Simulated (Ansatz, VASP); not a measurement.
Two plane-wave programs on ReBi

Contents of INCAR:

```
SYSTEM = ReBi
PREC = Accurate
ENCUT = 520
EDIFF = 1E-6
ISMEAR = 0
SIGMA = 0.05
LREAL = .False.
LASPH = .True.
NELM = 60
ALGO = Normal
ISIF = 2
LWAVE = .False.
LCHARG = .False.
GGA = PS
NBANDS = 18
```

KPOINTS

```
regular mesh
0
Gamma
  10 10 10
  0 0 0
```

The input POSCAR:

```
ReBi
1.0
    0.0000000000      3.0677205794      3.0677205794
    3.0677205794      0.0000000000      3.0677205794
    3.0677205794      3.0677205794      0.0000000000
Re Bi
1 1
Direct
    0.0000000000      0.0000000000      0.0000000000
    0.2500000000      0.2500000000      0.2500000000
```

Input for Ansatz:

```yaml
crystal:
  lattice:
    - [0.0, 3.0677205794, 3.0677205794]
    - [3.0677205794, 0.0, 3.0677205794]
    - [3.0677205794, 3.0677205794, 0.0]
  atoms:
    - { symbol: Re, position: [0.0, 0.0, 0.0] }
    - { symbol: Bi, position: [0.25, 0.25, 0.25] }
basis:
  ecutwfc: 420
  ecutrho_ratio: 4
kpoints:
  mp_grid: { grid: [10, 10, 10] }
hamiltonian:
  xc: pbesol
scf:
  occupations: { method: gaussian, width: 0.05 }
output:
  forces: true
  stress: true
  eigenvalues: true
```

Alike in both runs: task single point; functional PBEsol; k mesh 10 × 10 × 10; occupations gaussian, width 0.05 eV; no spin polarisation.

```csv
,VASP,Ansatz
version,VASP 6.6.1,Ansatz 0.2.0
potentials or method,"VASP PAW PBE potentials, release 64 (Re, Bi_d)","scalar-relativistic, plane waves, PAW"
plane-wave cutoff (eV),520,420
valence electrons in the cell,22,30
```

Ansatz gave:

| Item | Value |
| --- | --- |
| gap on the k mesh at the Fermi level (eV) | none |
| pressure (GPa) | -0.1 |

Estimate VASP's values.

gap on the k mesh at the Fermi level (eV): none; pressure (GPa): 0.0.

A gap of «none» marks a metal or a gap that the smearing closes. The two sets of potentials don't hold the same shells in valence.

Caveats: the PAW data sets were made with another functional, which shifts forces and pressure a little (VASP); spin-orbit coupling is left out, which moves the levels of the heavy elements.
